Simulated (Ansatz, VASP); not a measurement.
# Cross-check of SiGe60H38O (dichlorosilane fragment with one ligand changed to OH on H:Ge(100)-2x1) between VASP and Ansatz, part 2 of 2

Wanted: the spread between two codes on one cell, functional and k mesh. Of the first pair: The structure shown is the start of the Ansatz relaxation below; VASP solves that cell, so the two are compared at the walk's first step.

VASP 6.6.1 and Ansatz 0.2.0.

So far. Step 4 (Differences): The forces differ by 15 meV/Å r.m.s., which is 7.8 % of the r.m.s. force of 0.197 eV/Å (both taken over all components). With vacuum in the cell, a pressure given here is an average over mostly empty space and none of the material.

### 5. Ansatz: relaxation, PBE with D3(BJ)

Level of this step: Ansatz beside VASP: Kohn-Sham DFT, plane waves, PBE with D3(BJ) (Ansatz).

This run makes the geometry at which the two programs are then compared.

The structure compared here is the end of the Ansatz relaxation.

The input, input.yaml:

```yaml
crystal:
  lattice:
    - [16.29174, 0.0, 0.0]
    - [0.0, 12.21881, 0.0]
    - [0.0, 0.0, 23.95266]
  atoms:
    - { symbol: Ge, position: [0.0, 0.0, 0.07887] }
    - { symbol: Ge, position: [0.125, 0.0, 0.13899] }
    - { symbol: Ge, position: [0.12606, 0.16677, 0.19692] }
    - { symbol: Ge, position: [0.0066, 0.16747, 0.26206] }
    - { symbol: Ge, position: [0.05029, 0.00053, 0.31403] }
    - { symbol: Ge, position: [0.0, 0.33333, 0.07887] }
    - { symbol: Ge, position: [0.125, 0.33333, 0.13899] }
    - { symbol: Ge, position: [0.12689, 0.49992, 0.19717] }
    - { symbol: Ge, position: [0.00727, 0.49918, 0.26226] }
    - { symbol: Ge, position: [0.05206, 0.33305, 0.31464] }
    - { symbol: Ge, position: [0.0, 0.66667, 0.07887] }
    - { symbol: Ge, position: [0.125, 0.66667, 0.13899] }
    - { symbol: Ge, position: [0.12652, 0.83332, 0.19693] }
    - { symbol: Ge, position: [0.00708, 0.83317, 0.26202] }
    - { symbol: Ge, position: [0.05038, 0.66621, 0.31429] }
    - { symbol: Ge, position: [0.25, 0.0, 0.07887] }
    - { symbol: Ge, position: [0.375, 0.0, 0.13899] }
    - { symbol: Ge, position: [0.37771, 0.16693, 0.2038] }
    - { symbol: Ge, position: [0.24667, 0.16671, 0.26096] }
    - { symbol: Ge, position: [0.20408, 0.0006, 0.31367] }
    - { symbol: Ge, position: [0.25, 0.33333, 0.07887] }
    - { symbol: Ge, position: [0.375, 0.33333, 0.13899] }
    - { symbol: Ge, position: [0.37729, 0.49977, 0.20286] }
    - { symbol: Ge, position: [0.24745, 0.50019, 0.26143] }
    - { symbol: Ge, position: [0.20602, 0.33325, 0.31414] }
    - { symbol: Ge, position: [0.25, 0.66667, 0.07887] }
    - { symbol: Ge, position: [0.375, 0.66667, 0.13899] }
    - { symbol: Ge, position: [0.37777, 0.8332, 0.2038] }
    - { symbol: Ge, position: [0.24682, 0.83343, 0.26158] }
    - { symbol: Ge, position: [0.2041, 0.66649, 0.3139] }
[... 64 atom lines left out ...]
    - { symbol: H, position: [0.74187, 0.6602, 0.37366] }
    - { symbol: Si, position: [0.50633, 0.3506, 0.4133] }
    - { symbol: O, position: [0.58044, 0.29512, 0.45175] }
    - { symbol: H, position: [0.57086, 0.26631, 0.48911] }
    - { symbol: H, position: [0.49166, 0.46653, 0.43096] }
    - { symbol: H, position: [0.42572, 0.29396, 0.42232] }
kpoints:
  mp_grid: { grid: [1, 1, 1] }
hamiltonian:
  xc: pbe
  dispersion: d3bj
scf:
  occupations: { method: fermi_dirac, width: 0.025 }
output:
  forces: true
relax:
  f_tol: 0.05
  max_steps: 120
  constraints:
    - { sites: [0, 1, 5, 6, 10, 11, 15, 16, 20, 21, 25, 26, 30, 31, 35, 36, 40, 41, 45, 46, 50, 51, 55, 56, 60, 61, 62, 63, 64, 65, 66, 67, 68, 69, 70, 71, 72, 73, 74, 75, 76, 77, 78, 79, 80, 81, 82, 83], fix: xyz }
```

Launch:

```console
$ ansatz run input.yaml --threads 4 --pin off --max-ram 15872MiB --backend cpu --events-out ev --progress --plain --runs-dir out
```

Numbers of over 12 decimals in the logs are rounded to 6 here.

Log:

```text
[...]
Crystal: 100 atoms, lattice volume = 4768.152 Å³
Basis set: ecut = 420 eV, 93107 PW (Γ), exchange–correlation on 240×180×324 points (8 copies of the dense FFT grid, shifted against one another)
Bands: 544, of which v1, the nominal top of the filled ones, is band 444 counted from 1 (443 counted from 0)
Symmetry: 1 space group operations
[...]
k-points: 1
[...]
- { symbol: H, position: [0.0, 0.230430, 0.041750] }
    - { symbol: H, position: [0.0, 0.563760, 0.041750] }
    - { symbol: H, position: [0.0, 0.769570, 0.041750] }
    - { symbol: H, position: [0.25, 0.102910, 0.041750] }
    - { symbol: H, position: [0.25, 0.897090, 0.041750] }
[...]
- { symbol: H, position: [0.733262, 0.666519, 0.368443] }
    - { symbol: Si, position: [0.491145, 0.338889, 0.398747] }
    - { symbol: O, position: [0.519120, 0.222861, 0.430109] }
    - { symbol: H, position: [0.504170, 0.212979, 0.468903] }
    - { symbol: H, position: [0.521667, 0.437140, 0.430117] }
    - { symbol: H, position: [0.399305, 0.348305, 0.394562] }
```

### 6. VASP: single point, PBE with D3(BJ), relaxed cell, pair 2

The same cell, functional, mesh and smearing now go to VASP, with its own data sets.

The input, INCAR:

```
SYSTEM = SiGe60H38O
PREC = Accurate
ENCUT = 520
EDIFF = 1E-06
NELM = 120
ISMEAR = -1
SIGMA = 0.025
LREAL = Auto
ALGO = Normal
GGA = PE
IVDW = 12
NBANDS = 520
LORBIT = 11
LWAVE = .FALSE.
LCHARG = .FALSE.
ISIF = 2
LASPH = .TRUE.
GGA_COMPAT = .FALSE.
EFERMI = MIDGAP
NCORE = 2
```

The input, POSCAR:

```
SiGe60H38O
1.0
   16.2917400000      0.0000000000      0.0000000000
    0.0000000000     12.2188100000      0.0000000000
    0.0000000000      0.0000000000     23.9526600000
Ge H Si O
60 38 1 1
Direct
    0.0000000000      0.0000000000      0.0788700000
    0.1250000000      0.0000000000      0.1389900000
    0.1250100000      0.1666800000      0.1935800000
    0.0057200000      0.1666800000      0.2561500000
    0.0472600000      0.9999800000      0.3070100000
    0.0000000000      0.3333300000      0.0788700000
    0.1250000000      0.3333300000      0.1389900000
    0.1250600000      0.4999800000      0.1935800000
    0.0057700000      0.4999700000      0.2561500000
    0.0472300000      0.3333200000      0.3070700000
    0.0000000000      0.6666700000      0.0788700000
    0.1250000000      0.6666700000      0.1389900000
    0.1249700000      0.8333300000      0.1935500000
    0.0056800000      0.8333300000      0.2561100000
    0.0472600000      0.6666800000      0.3070100000
    0.2500000000      0.0000000000      0.0788700000
    0.3750000000      0.0000000000      0.1389900000
    0.3749700000      0.1667000000      0.2001400000
    0.2443100000      0.1667100000      0.2561400000
    0.2028800000      0.9999700000      0.3069800000
    0.2500000000      0.3333300000      0.0788700000
    0.3750000000      0.3333300000      0.1389900000
    0.3749300000      0.4999800000      0.2000800000
    0.2443400000      0.4999300000      0.2561900000
    0.2028900000      0.3333000000      0.3071600000
    0.2500000000      0.6666700000      0.0788700000
    0.3750000000      0.6666700000      0.1389900000
    0.3751100000      0.8333100000      0.2001600000
    0.2443200000      0.8333300000      0.2560400000
    0.2028800000      0.6667100000      0.3070000000
[... 64 atom lines left out ...]
    0.7332600000      0.6665200000      0.3684400000
    0.5041700000      0.2129800000      0.4689000000
    0.5216700000      0.4371400000      0.4301200000
    0.3993100000      0.3483000000      0.3945600000
    0.4911500000      0.3388900000      0.3987500000
    0.5191200000      0.2228600000      0.4301100000
```

The input, KPOINTS:

```
Automatic mesh
0
Gamma
1 1 1
0 0 0
```

Potentials, in the order of the species: Ge_d, H, Si and O (PBE family, release 64).

Launch:

```console
$ mpirun -np 8 vasp_gam
```

Log:

```text
[... set-up lines as in an earlier step ...]
 entering main loop
       N       E                     dE             d eps       ncg     rms          rms(c)
DAV:   1     0.136958901914E+05    0.13696E+05   -0.43919E+05  1144   0.316E+03
DAV:   2     0.269859895178E+04   -0.10997E+05   -0.10786E+05  1312   0.781E+02
DAV:   3    -0.690086228352E+02   -0.27676E+04   -0.26562E+04  1440   0.259E+02
DAV:   4    -0.393684441550E+03   -0.32468E+03   -0.31977E+03  1208   0.970E+01
[...]
DAV:  30    -0.396970418777E+03   -0.52367E-05   -0.17490E-07   696   0.133E-03    0.242E-04
DAV:  31    -0.396970419778E+03   -0.10013E-05   -0.36064E-08   696   0.123E-03    0.112E-04
DAV:  32    -0.396970420135E+03   -0.35716E-06    0.36245E-09   664   0.771E-04
   1 F= -.41085624E+03 E0= -.41085624E+03  d E =-.283698E-10
```

OUTCAR, selected parts (step 6):

```text
  FREE ENERGIE OF THE ION-ELECTRON SYSTEM (eV)
  ---------------------------------------------------
  free  energy   TOTEN  =      -410.8562413125 eV

  energy  without entropy=     -410.8562413125  energy(sigma->0) =     -410.85624131
```

### 7. Side by side

Both answers:

```
              quantity  Ansatz   VASP  difference
gap on the k mesh (eV)   1.260  1.262      -0.003
```

Forces on 10 of the 100 atoms, those with the largest forces and the largest differences (eV/Å; atoms numbered as in POSCAR):

```
atom          Ansatz x, y, z           VASP x, y, z
 Ge2    0.001, 0.003, -0.916   0.001, 0.002, -0.916
 Ge7    0.002, 0.000, -0.914   0.002, 0.000, -0.915
Ge12   0.002, -0.004, -0.915  0.002, -0.004, -0.916
Ge32   0.009, -0.014, -0.913  0.009, -0.013, -0.914
Ge37  -0.001, -0.010, -0.913  0.000, -0.009, -0.914
Ge41    0.202, -0.004, 0.537   0.202, -0.004, 0.502
Ge42    0.010, 0.021, -0.920   0.010, 0.021, -0.922
 H96   -0.010, 0.026, -0.016  -0.022, -0.020, 0.092
Si99   -0.018, -0.004, 0.027  -0.032, 0.049, -0.019
O100   0.006, -0.009, -0.005  0.022, -0.006, -0.071
```

The forces differ by 16 meV/Å r.m.s., which is 8.9 % of the r.m.s. force of 0.181 eV/Å (both taken over all components). A gap on the mesh is an upper bound, since the band edges may lie between its points. With vacuum in the cell, a pressure given here is an average over mostly empty space and none of the material.

### 8. What came out

| Quantity | Value |
| --- | --- |
| r.m.s. force difference (single point, PBE with D3(BJ), start cell, pair 1) | 15 meV/Å |
| r.m.s. force difference (single point, PBE with D3(BJ), relaxed cell, pair 2) | 16 meV/Å |

**Reading.** The r.m.s. force difference is 16 meV/Å (single point, PBE with D3(BJ), relaxed cell, pair 2), beyond the 12 meV/Å picked in this series as the mark of a large difference. What causes the difference of the single point, PBE with D3(BJ), start cell, pair 1 pair stays open here. What causes the difference of the single point, PBE with D3(BJ), relaxed cell, pair 2 pair stays open here. How closely two codes agree says nothing of how well the functional describes the real material.

[Lines on the potential files, build, host, timing and source positions are cut from VASP's logs without a mark.]

[Logs are printed without paths, hosts, clocks, repeated set-up lines and the standing remarks that a program may print on its own settings, such as how far it seeks lower states.]

[Hosts, paths, dates, database ids (printed as entryN), source tags and the programs' standing remarks are cut or masked in the printed files.]
